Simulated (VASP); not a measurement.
All values below come from PBE GGA, VASP's PBE PAW potentials (set 64) (plane waves; VASP).

Input for VASP

KPOINTS:
```
Automatic mesh
0
Gamma
6 6 6
0 0 0
```

File POSCAR:
```
Al2O
1
    0.0000000000     2.8472860472     2.8472860472
    2.8472860472     0.0000000000     2.8472860472
    2.8472860472     2.8472860472     0.0000000000
O Al
1 2
Direct
  1.0000000000   0.0000000000   1.0000000000
  0.2500000000   0.2500000000   0.2500000000
  0.7500000000   0.7500000000   0.7500000000
```

**INCAR**
```
ALGO = Normal
EDIFF = 1E-6
ENCUT = 500
GGA = PE
ISMEAR = 0
LASPH = .True.
LCHARG = .False.
LREAL = .False.
LWAVE = .True.
NELM = 100
PREC = Accurate
SIGMA = 0.05
SYSTEM = Al2O
```

POTCAR, in this order: O Al (PBE.64 set). Program: vasp_std.

What VASP printed:

### OSZICAR
```
       N       E                     dE             d eps       ncg     rms          rms(c)
DAV:   1     0.230670010620E+02    0.23067E+02   -0.48392E+03   320   0.974E+02
DAV:   2    -0.115629260399E+02   -0.34630E+02   -0.33017E+02   432   0.136E+02
DAV:   3    -0.138888582486E+02   -0.23259E+01   -0.22954E+01   374   0.382E+01
DAV:   4    -0.139150056496E+02   -0.26147E-01   -0.26133E-01   358   0.435E+00
DAV:   5    -0.139153166796E+02   -0.31103E-03   -0.31102E-03   382   0.528E-01    0.811E+00
DAV:   6    -0.129746662613E+02    0.94065E+00   -0.23412E+01   348   0.346E+01    0.790E+00
DAV:   7    -0.122276041457E+02    0.74706E+00   -0.67058E+00   354   0.154E+01    0.124E+00
DAV:   8    -0.121872975895E+02    0.40307E-01   -0.51408E-01   334   0.492E+00    0.934E-01
DAV:   9    -0.121751149520E+02    0.12183E-01   -0.56653E-02   352   0.169E+00    0.192E-01
DAV:  10    -0.121766203488E+02   -0.15054E-02   -0.16173E-02   338   0.884E-01    0.268E-01
DAV:  11    -0.121752067291E+02    0.14136E-02   -0.96999E-03   362   0.609E-01    0.353E-02
DAV:  12    -0.121751947013E+02    0.12028E-04   -0.28912E-04   344   0.143E-01    0.860E-03
DAV:  13    -0.121751950824E+02   -0.38102E-06   -0.19647E-05   344   0.359E-02    0.101E-02
DAV:  14    -0.121751939662E+02    0.11162E-05   -0.12506E-05   324   0.279E-02    0.129E-02
DAV:  15    -0.121751935669E+02    0.39930E-06   -0.14580E-06   178   0.127E-02
   1 F= -.12175194E+02 E0= -.12172325E+02  d E =-.573645E-02
```

**OUTCAR**
```
------------------------ aborting loop because EDIFF is reached ----------------------------------------
  FORCE on cell =-STRESS in cart. coord.  units (eV):
  Direction    XX          YY          ZZ          XY          YZ          ZX
  --------------------------------------------------------------------------------------
  Total        0.0997720      0.0997720      0.0997720      0.0000000     -0.0000000      0.0000000
  in kB        3.4625483      3.4625483      3.4625483      0.0000000     -0.0000000      0.0000000
  external PRESSURE =       3.4625483 kB  Pullay stress =       0.0000000 kB
  volume of cell :       46.17
      direct lattice vectors                 reciprocal lattice vectors
     0.000000000  2.847286047  2.847286047    -0.175605820  0.175605820  0.175605820
     2.847286047  0.000000000  2.847286047     0.175605820 -0.175605820  0.175605820
     2.847286047  2.847286047  0.000000000     0.175605820  0.175605820 -0.175605820
 POSITION                                       TOTAL-FORCE (eV/Angst)
 -----------------------------------------------------------------------------------
      0.00000      0.00000      0.00000         0.000000      0.000000      0.000000
      1.42364      1.42364      1.42364         0.000000      0.000000      0.000000
      4.27093      4.27093      4.27093        -0.000000     -0.000000     -0.000000
 -----------------------------------------------------------------------------------
    total drift:                                0.000000     -0.000000     -0.000000
  FREE ENERGIE OF THE ION-ELECTRON SYSTEM (eV)
  ---------------------------------------------------
  free  energy   TOTEN  =       -12.1751935669 eV

  energy  without entropy=      -12.1694571155  energy(sigma->0) =      -12.17232534
```
(Selected blocks of OUTCAR.)

File OUTCAR:
```
 val. band max:        6.3235499708   @ k =  -0.3333   0.3333   0.1667

 cond. band min:       6.3640449103   @ k =  -0.3333   0.3333   0.0000


 Fermi energy:         6.3331277547

 k-point     1 :       0.0000    0.0000    0.0000
  band No.  band energies     occupation
      1     -12.6296      2.00000
      2      -0.7002      2.00000
      3       1.9050      2.00000
      4       1.9050      2.00000
      5       1.9050      2.00000
      6       7.9555      0.00000
      7       7.9555      0.00000
      8       7.9555      0.00000
      9      10.7254      0.00000
     10      12.7289      0.00000

 k-point     2 :       0.1667    0.0000    0.0000
  band No.  band energies     occupation
      1     -12.5700      2.00000
      2      -1.0070      2.00000
      3       1.8102      2.00000
      4       1.8102      2.00000
      5       2.2005      2.00000
      6       6.8463      0.00000
      7       8.1690      0.00000
      8       8.1690      0.00000
      9      11.2576      0.00000
     10      11.2576      0.00000

 k-point     3 :       0.3333    0.0000    0.0000
  band No.  band energies     occupation
      1     -12.4476      2.00000
      2      -1.4591      2.00000
      3       1.6416      2.00000
      4       1.6416      2.00000
      5       2.3318      2.00000
      6       6.2187      1.99879
      7       8.2428      0.00000
      8       8.2428      0.00000
      9      10.8749      0.00000
     10      10.9547      0.00000

 k-point     4 :       0.5000    0.0000    0.0000
  band No.  band energies     occupation
      1     -12.3844      2.00000
      2      -1.6418      2.00000
      3       1.5659      2.00000
      4       1.5659      2.00000
      5       2.2040      2.00000
      6       6.2793      1.87232
      7       8.1086      0.00000
      8       8.1086      0.00000
      9      10.7373      0.00000
     10      11.2440      0.00000

 k-point     5 :       0.1667    0.1667    0.0000
...
```

The structure comes from a measured Al2O entry (Fm-3m) of the Crystallography Open Database, whose conditions weren't checked. It was relaxed first, which changed the volume by +50 %. The k-mesh is coarse (spacing up to 0.32 per Å, 2π included), so the numbers may not be converged in it.
